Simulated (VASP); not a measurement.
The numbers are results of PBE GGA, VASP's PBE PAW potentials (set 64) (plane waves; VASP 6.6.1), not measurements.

A VASP calculation is set up with these files.

### POSCAR
```
CuAu
1.0
  2.8560000000   0.0000000000   0.0000000000
  0.0000000000   2.8560000000   0.0000000000
  0.0000000000   0.0000000000   3.7434000000
Cu Au
1 1
Cart
  0.0000000000   0.0000000000   0.0000000000
  1.4280000000   1.4280000000   1.8717000000
```

KPOINTS:
```
Automatic mesh
0
Gamma
15 15 12
0 0 0
```

INCAR:
```
ALGO=Normal
EDIFF=1E-6
ENCUT=400
GGA=PE
ISIF=2
ISMEAR=1
LASPH=T
LCHARG=F
LMAXMIX=6
LREAL=F
LWAVE=F
NELM=100
PREC=Accurate
SIGMA=0.1
SYSTEM=CuAu
```

POTCAR, in this order: Cu Au (PBE.64 set). Program: vasp_std.

Gaps are read on the run's mesh, which can miss a band edge. Unless said otherwise, spin-orbit coupling is left out, though it shifts the bands of the heavy elements here.

Task: Predict the energy per atom (σ→0), pressure, band gap (on the k-mesh).

Result: 
| Quantity | Value |
|---|---|
| energy per atom (σ→0) | -3.530 eV/atom |
| band gap (on the k-mesh) | none (metal, semimetal or under 0.01 eV) |
| pressure | -2.61 GPa |

File OSZICAR:
```
...
DAV:   7    -0.710502241103E+01    0.45198E+00   -0.32185E+00  9372   0.907E+01    0.517E+00
DAV:   8    -0.706672581478E+01    0.38297E-01   -0.22717E-01 10778   0.113E+01    0.261E+00
DAV:   9    -0.706018382775E+01    0.65420E-02   -0.21756E-02 11683   0.356E+00    0.133E-01
DAV:  10    -0.705977898654E+01    0.40484E-03   -0.33477E-03 11055   0.833E-01    0.839E-02
DAV:  11    -0.705978626971E+01   -0.72832E-05   -0.16843E-04 11579   0.363E-01    0.504E-02
DAV:  12    -0.705977456167E+01    0.11708E-04   -0.40631E-05 10001   0.225E-01    0.254E-03
DAV:  13    -0.705977446091E+01    0.10076E-06   -0.10534E-06  5343   0.170E-02
   1 F= -.70597745E+01 E0= -.70598677E+01  d E =0.279734E-03
```

The compound is CuAu in the L1_0 structure. The cell was not relaxed at this level. The run is one of a series of settings (KPOINTS 15×15×12 Γ-centred mesh against the base run), some of them coarse on purpose.
